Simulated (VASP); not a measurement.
A convergence study with VASP on ZnSe (zinc blende): one setting is varied, all else stays as given below, so the limit is that of these other settings.

```
ZnSe
1.0
    0.00000     2.83500     2.83500
    2.83500     0.00000     2.83500
    2.83500     2.83500     0.00000
Zn Se
1 1
Cartesian
  0.00000   0.00000   0.00000
  1.41750   1.41750   1.41750
```

Calculation: PBE GGA, VASP's PBE PAW potentials (set 64) (plane waves; VASP). The tightest run used: 600 eV cut-off, 7×7×7 Γ-centred mesh, Gaussian smearing of 0.010 eV, potentials Zn Se.

| setting | mean ε∞ | highest Γ mode (cm⁻¹) | plane waves |
|---|---|---|---|
| ENCUT = 200 | 8.09 | 213.8 | 302 |
| ENCUT = 300 | 8.21 | 206.8 | 548 |
| ENCUT = 400 | 8.20 | 208.2 | 869 |

Problem. These are the cheaper rows. Estimate the results at ENCUT = 600, and how far the last row shown lies from them.

Solution. 
```
quantity               tightest run  last row shown is off by
---------------------  ------------  ------------------------
mean ε∞                        8.19                      0.00
highest Γ mode (cm⁻¹)         207.2                       0.9
```

Left out are rungs that failed or repeat a setting and relaxations that didn't move; long series are thinned to 24 rows.

The compound is ZnSe in the zinc blende structure. The cell was not relaxed at this level.
